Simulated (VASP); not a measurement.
Computed with LDA (Ceperley-Alder, Perdew-Zunger) with spin-orbit coupling, VASP's LDA PAW potentials (set 64) (plane waves; VASP).

Input for VASP

**INCAR**
```
PREC=Accurate
MAGMOM=24*0.0
LWAVE=.FALSE.
ALGO=Normal   # blocked Davidson
LCHARG=.FALSE.
SYSTEM=CdCu2GeSe4
LASPH=.TRUE.   # aspherical one-centre terms
ISIF=2
SIGMA=0.2
LORBIT=11   # lm-projected
NELM=100
GGA_COMPAT=.FALSE.
LMAXMIX=4   # l cut-off of mixed one-centre charges
LNONCOLLINEAR=.TRUE.
ENCUT=300   # plane-wave cut-off (eV)
EDIFF=1E-6   # SCF stop (eV)
LSORBIT=.TRUE.
LREAL=.FALSE.
ISMEAR=0   # Gaussian
```

**POSCAR**
```
CdCu2GeSe4
1.0
 -2.8741000000   2.8741000000   5.5266500000
  2.8741000000  -2.8741000000   5.5266500000
  2.8741000000   2.8741000000  -5.5266500000
Ge Cu Se Cd
1 2 4 1
Cartesian
  0.0000000000   0.0000000000   5.5266500000
  2.8741000000   0.0000000000   2.7633250000
  0.0000000000   2.8741000000   2.7633250000
  1.5548881000   1.5548881000   1.4778262100
 -1.3192119000   1.3192119000   4.0488237900
  1.3192119000   1.3192119000   7.0044762100
  1.3192119000  -1.3192119000   4.0488237900
  0.0000000000   0.0000000000   0.0000000000
```

### KPOINTS
```
Automatic mesh
0
Gamma
3 3 3
0 0 0
```

POTCAR, in this order: Ge_d Cu Se Cd (LDA.64 set). Program: vasp_ncl.

The run wrote:

File OSZICAR:
```
       N       E                     dE             d eps       ncg     rms          rms(c)
DAV:   1     0.699213122840E+03    0.69921E+03   -0.21761E+04  1464   0.172E+03
DAV:   2     0.975881261281E+02   -0.60162E+03   -0.57354E+03  1204   0.569E+02
DAV:   3    -0.256055735772E+02   -0.12319E+03   -0.11812E+03  1472   0.201E+02
DAV:   4    -0.368184454386E+02   -0.11213E+02   -0.11036E+02  1648   0.676E+01
DAV:   5    -0.371828173620E+02   -0.36437E+00   -0.36297E+00  1648   0.135E+01    0.136E+01
DAV:   6    -0.370102874689E+02    0.17253E+00   -0.28982E+01  1704   0.853E+01    0.985E+00
DAV:   7    -0.351953516354E+02    0.18149E+01   -0.83252E+00  1664   0.676E+01    0.554E+00
DAV:   8    -0.353954041653E+02   -0.20005E+00   -0.35153E+00  1928   0.209E+01    0.350E+00
DAV:   9    -0.352578490944E+02    0.13756E+00   -0.10997E+00  1672   0.194E+01    0.677E-01
DAV:  10    -0.352570433628E+02    0.80573E-03   -0.84195E-02  1800   0.454E+00    0.240E-01
DAV:  11    -0.352574806850E+02   -0.43732E-03   -0.60755E-03  1768   0.558E-01    0.143E-01
DAV:  12    -0.352575173708E+02   -0.36686E-04   -0.83503E-04  1568   0.328E-01    0.576E-02
DAV:  13    -0.352575259335E+02   -0.85627E-05   -0.37471E-04  1616   0.352E-01    0.370E-02
DAV:  14    -0.352574953966E+02    0.30537E-04   -0.64388E-05  1632   0.190E-01    0.144E-02
DAV:  15    -0.352574938740E+02    0.15225E-05   -0.30553E-05  1824   0.698E-02    0.464E-03
DAV:  16    -0.352574942180E+02   -0.34401E-06   -0.46869E-06  1440   0.229E-02
   1 F= -.35257494E+02 E0= -.35251944E+02  d E =-.110996E-01  mag=     0.0000    -0.0000     0.0000
```

File OUTCAR:
```
------------------------ aborting loop because EDIFF is reached ----------------------------------------
  FORCE on cell =-STRESS in cart. coord.  units (eV):
  Direction    XX          YY          ZZ          XY          YZ          ZX
  --------------------------------------------------------------------------------------
  Total       -3.1731830     -3.1731830     -2.7291343      0.0000000      0.0000000      0.0000000
  in kB      -27.8406902    -27.8406902    -23.9447217      0.0000000      0.0000000      0.0000000
  external PRESSURE =     -26.5420341 kB  Pullay stress =       0.0000000 kB
  volume of cell :      182.61
      direct lattice vectors                 reciprocal lattice vectors
    -2.874100000  2.874100000  5.526650000     0.000000000  0.173967503  0.090470719
     2.874100000 -2.874100000  5.526650000     0.173967503  0.000000000  0.090470719
     2.874100000  2.874100000 -5.526650000     0.173967503  0.173967503  0.000000000
 POSITION                                       TOTAL-FORCE (eV/Angst)
 -----------------------------------------------------------------------------------
      0.00000      0.00000      5.52665         0.000000     -0.000000     -0.000000
      2.87410      0.00000      2.76333         0.000000     -0.000000      0.000000
      0.00000      2.87410      2.76333         0.000000     -0.000000      0.000000
      1.55489      1.55489      1.47783        -0.217069     -0.217069      0.398578
     -1.31921      1.31921      4.04882        -0.217069      0.217069     -0.398578
      1.31921      1.31921      7.00448         0.217069      0.217069      0.398578
      1.31921     -1.31921      4.04882         0.217069     -0.217069     -0.398578
      0.00000      0.00000      0.00000         0.000000     -0.000000      0.000000
 -----------------------------------------------------------------------------------
    total drift:                                0.000022      0.000022      0.000020
  FREE ENERGIE OF THE ION-ELECTRON SYSTEM (eV)
  ---------------------------------------------------
  free  energy   TOTEN  =       -35.2574942180 eV

  energy  without entropy=      -35.2463946188  energy(sigma->0) =      -35.25194442

 total charge

# of ion       s       p       d       tot
------------------------------------------
    1        1.142   1.126  10.099  12.368
    2        0.381   0.345   9.268   9.995
    3        0.381   0.345   9.268   9.995
    4        1.458   2.353   0.049   3.860
    5        1.458   2.353   0.049   3.860
    6        1.458   2.353   0.049   3.860
    7        1.458   2.353   0.049   3.860
    8        0.472   0.308   9.511  10.291
--------------------------------------------------
tot          8.208  11.536  38.344  58.087

 magnetization (x)

# of ion       s       p       d       tot
------------------------------------------
    1        0.000  -0.000  -0.000   0.000
    2       -0.000   0.000   0.000  -0.000
    3       -0.000   0.000   0.000  -0.000
    4       -0.000  -0.000   0.000  -0.000
    5       -0.000  -0.000   0.000  -0.000
    6        0.000   0.000  -0.000   0.000
    7        0.000   0.000  -0.000   0.000
    8       -0.000  -0.000   0.000  -0.000
--------------------------------------------------
tot         -0.000  -0.000   0.000  -0.000

 magnetization (y)

# of ion       s       p       d       tot
------------------------------------------
    1       -0.000   0.000   0.000  -0.000
    2        0.000   0.000   0.000   0.000
    3        0.000   0.000   0.000   0.000
    4        0.000   0.000  -0.000   0.000
    5       -0.000  -0.000   0.000  -0.000
    6       -0.000  -0.000   0.000  -0.000
    7        0.000   0.000  -0.000   0.000
    8        0.000   0.000  -0.000   0.000
--------------------------------------------------
tot          0.000   0.000  -0.000   0.000

 magnetization (z)

# of ion       s       p       d       tot
------------------------------------------
    1        0.000  -0.000   0.000  -0.000
    2       -0.000  -0.000   0.000   0.000
    3        0.000   0.000  -0.000  -0.000
    4        0.000  -0.000   0.000  -0.000
    5        0.000  -0.000  -0.000  -0.000
    6        0.000   0.000   0.000   0.000
    7        0.000   0.000   0.000   0.000
    8        0.000   0.000   0.000   0.000
--------------------------------------------------
tot         -0.000  -0.000   0.000  -0.000

 Ion:    1  E_soc:     -0.0184198

 Ion:    2  E_soc:     -0.0101965

 Ion:    3  E_soc:     -0.0101965

 Ion:    4  E_soc:     -0.0425055

 Ion:    5  E_soc:     -0.0425055

 Ion:    6  E_soc:     -0.0425055

 Ion:    7  E_soc:     -0.0425055

 Ion:    8  E_soc:     -0.0592869
```
(Selected blocks of OUTCAR.)

At this cut-off the stress carries a Pulay error, which pulls relaxed volumes low.

The structure comes from a measured CdCu2GeSe4 entry of the Crystallography Open Database, whose conditions weren't checked. The cell was not relaxed at this level. The k-mesh is coarse (spacing up to 0.52 per Å, 2π included), so the numbers may not be converged in it. The run is one of a series of settings (GGA_COMPAT = .FALSE., LNONCOLLINEAR = .TRUE., LSORBIT = .TRUE., MAGMOM = 0.0 0.0 0.0 0.0 0.0 0.0 0.0 0.0 0.0 0.0 0.0 0.0 0.0 0.0 0.0 0.0 0.0 0.0 0.0 0.0 0.0 0.0 0.0 0.0, program vasp_ncl against the base run), some of them coarse on purpose.
